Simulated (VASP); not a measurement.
Given:

```xyz
2
Lattice="1.7500 -3.0311 0.0000 1.7500 3.0311 0.0000 0.0000 0.0000 5.5500" Properties=species:S:1:pos:R:3 pbc="T T T"
Lu     1.7500     1.0104     1.3875
Lu     1.7500    -1.0104     4.1625
```

All values below come from PBE GGA with D4 dispersion, VASP's PBE PAW potentials (set 64) (plane waves; VASP). Run with 520 eV cut-off, 11×11×6 Γ-centred mesh, first-order Methfessel-Paxton smearing of 0.10 eV, potentials Lu_3.

Energy and stress use the plane-wave basis of the starting cell.

Problem. The ions, cell shape and volume are relaxed. Which structure does the run end with?

Solution. 
```xyz
2
Lattice="1.7451 -3.0226 0.0000 1.7451 3.0226 0.0000 0.0000 0.0000 5.4497" Properties=species:S:1:pos:R:3 pbc="T T T"
Lu     1.7451     1.0075     1.3624
Lu     1.7451    -1.0075     4.0873
```
Space group P6_3/mmc (194), at a tolerance of 0.03 Å.

Problem. How do energy and volume change from the first to the last step?

Solution. The energy (σ→0) changes by -3.9 meV/atom and the volume by -2.4 %, in 5 ionic steps.

The compound is Lu in the hcp structure. This run relaxes it. Symmetry was kept, so distortions that lower it aren't found.
